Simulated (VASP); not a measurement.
Data:

```
CELL_PARAMETERS angstrom
      0.00000     1.91273     1.91273
      1.91273     0.00000     1.91273
      1.91273     1.91273     0.00000
ATOMIC_POSITIONS crystal
  Rh 0.00000 0.00000 0.00000
```

All values below come from PBE GGA, VASP's PBE PAW potentials (set 64) (plane waves; VASP 6.6.1). Run with 480 eV cut-off, 16×16×16 Γ-centred mesh, first-order Methfessel-Paxton smearing of 0.10 eV, potentials Rh_pv.

### Question
What does the run give for the energy per atom (σ→0), band gap (on the k-mesh) with the smallest direct gap where there is one?

### Answer

```json
{
  "band gap (on the k-mesh)": "none (metal, semimetal or under 0.01 eV)",
  "energy per atom (σ→0)": "-7.257 eV/atom"
}
```

Total energies compare only between runs with the same potentials, cut-off and functional.

The compound is Rh in the fcc structure. It was relaxed first under an external pressure of 1 GPa.
